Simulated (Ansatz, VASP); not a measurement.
Given: the input of a run of Ansatz 0.2.0 on SrMg6Si. Atoms were shifted at random by some hundredths of an Å from the given cell, which wasn't relaxed again for these runs. The cell comes from a database or a generator and needn't be the stable form of this composition.

File input.yaml:

```yaml
crystal:
  lattice:
    - [4.909018, 0.0, 0.0]
    - [0.0, 3.025564, 6.760919]
    - [0.0, -3.025564, 6.760919]
  atoms:
    - { symbol: Sr, position: [0.498369, 0.692666, 0.697902] }
    - { symbol: Si, position: [0.496584, 0.111492, 0.114662] }
    - { symbol: Mg, position: [0.01361, 0.85371, 0.868904] }
    - { symbol: Mg, position: [-0.004361, 0.283838, 0.30759] }
    - { symbol: Mg, position: [-0.013589, 0.317411, 0.832618] }
    - { symbol: Mg, position: [0.000906, 0.820181, 0.332094] }
    - { symbol: Mg, position: [0.50929, 0.195532, 0.677176] }
    - { symbol: Mg, position: [0.493736, 0.688131, 0.183053] }
hamiltonian:
  xc: pbe
  pseudopotentials: { kind: paw }
kpoints:
  mp_grid: { grid: [6, 5, 5] }
scf:
  occupations: { method: fermi_dirac, width: 0.05 }
output:
  forces: true
  stress: true
  eigenvalues: true
```

Potentials or basis: Ansatz PAW.

Command:

```console
$ ansatz run input.yaml --threads 4 --pin off --max-ram 10240MiB --backend cpu --events-out ev --progress --plain --runs-dir out
```

**Question.** Set up the same calculation for VASP 6.6.1. Potentials or basis there: PBE PAW files Mg, Si, Sr_sv, 520 eV.

**Answer.** As run (cutoffs and basis follow the program's own potentials, and thresholds, step limits or extra output files can differ):

The input INCAR:

```
SYSTEM = SrMg6Si
PREC = Accurate ; ENCUT = 520
EDIFF = 1E-7 ; ISMEAR = -1
SIGMA = 0.05 ; LREAL = .False.
LASPH = .True. ; NELM = 60
ALGO = Normal ; ISIF = 2
LWAVE = .False. ; LCHARG = .False.
GGA = PE ; NBANDS = 23
```

File KPOINTS:

```
Automatic mesh
0
Gamma
  6 5 5
  0 0 0
```

Contents of POSCAR:

```
SrMg6Si
1.0
    4.9090180000      0.0000000000      0.0000000000
    0.0000000000      3.0255640000      6.7609190000
    0.0000000000     -3.0255640000      6.7609190000
Sr Si Mg
1 1 6
Direct
    0.4983690000      0.6926660000      0.6979020000
    0.4965840000      0.1114920000      0.1146620000
    0.0136100000      0.8537100000      0.8689040000
   -0.0043610000      0.2838380000      0.3075900000
   -0.0135890000      0.3174110000      0.8326180000
    0.0009060000      0.8201810000      0.3320940000
    0.5092900000      0.1955320000      0.6771760000
    0.4937360000      0.6881310000      0.1830530000
```

Potentials or basis: VASP PAW PBE potentials, release 64 (Sr_sv, Si, Mg).

The run is started by

```console
$ cat potpaw_PBE.64/Sr_sv/POTCAR potpaw_PBE.64/Si/POTCAR potpaw_PBE.64/Mg/POTCAR > POTCAR
$ mpirun -np 1 vasp_std > vasp.out
```

Both were run:

|  | Ansatz | VASP |
| --- | --- | --- |
| Pressure | 0.2 GPa | 0.1 GPa |
| Largest force | 0.292 eV/Å | 0.294 eV/Å |

Ansatz's pressure holds a Pulay term of +0.00 GPa for its cutoff of 420 eV, which the other run lacks.

The potentials hold 74 and 26 valence electrons a cell.

Where Ansatz's input types no cutoff or centring, it takes its own default and a Γ-centred mesh.

Pressure is positive in compression.
